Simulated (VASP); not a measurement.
Cs (bcc) is relaxed at rising pressure, each step from the one before. Symmetry mostly holds the structure type, and other phases were not tried. The mesh follows the cell, and a change of mesh leaves a small step in the series.

Consider the following.

```cif
data_Cs
_chemical_formula_sum 'Cs1'
_space_group_name_H-M_alt 'P 1'
_space_group_IT_number 1
_cell_length_a 5.32291
_cell_length_b 5.32291
_cell_length_c 5.32291
_cell_angle_alpha 109.471
_cell_angle_beta 109.471
_cell_angle_gamma 109.471
loop_
_space_group_symop_operation_xyz
  'x, y, z'
loop_
_atom_site_label
_atom_site_type_symbol
_atom_site_fract_x
_atom_site_fract_y
_atom_site_fract_z
_atom_site_occupancy
Cs1 Cs 0.00000 0.00000 0.00000 1
```

The numbers are results of PBE GGA, VASP's PBE PAW potentials (set 64) (plane waves; VASP), not measurements. Numerical set-up: 500 eV cut-off, 9×9×9 Γ-centred mesh, first-order Methfessel-Paxton smearing of 0.10 eV, potentials Cs_sv.

Unless said otherwise, spin-orbit coupling is left out, though it shifts the bands of the heavy elements here.

Energy and stress use the plane-wave basis of the starting cell.

```tsv
P (GPa)	V (Å³/atom)	H − H(0) (eV/atom)	space group	gap on the mesh (eV)	k-mesh
0	116.10	0.000	Im-3m	0.00	9×9×9
5	…	…	Im-3m	0.00	11×11×11
10	35.46	3.539	Im-3m	0.00	12×12×12
20	28.91	5.506	Im-3m	0.00	13×13×13
30	26.11	7.212	Im-3m	0.00	14×14×14
45	…	…	Im-3m	0.00	14×14×14
```

Some entries are withheld; supply them.

- 45, V (Å³/atom): 23.62
- 45, H − H(0) (eV/atom): 9.531
- 5, V (Å³/atom): 49.36
- 5, H − H(0) (eV/atom): 2.241

Pressures at which the relaxation failed are left out.

The compound is Cs in the bcc structure.
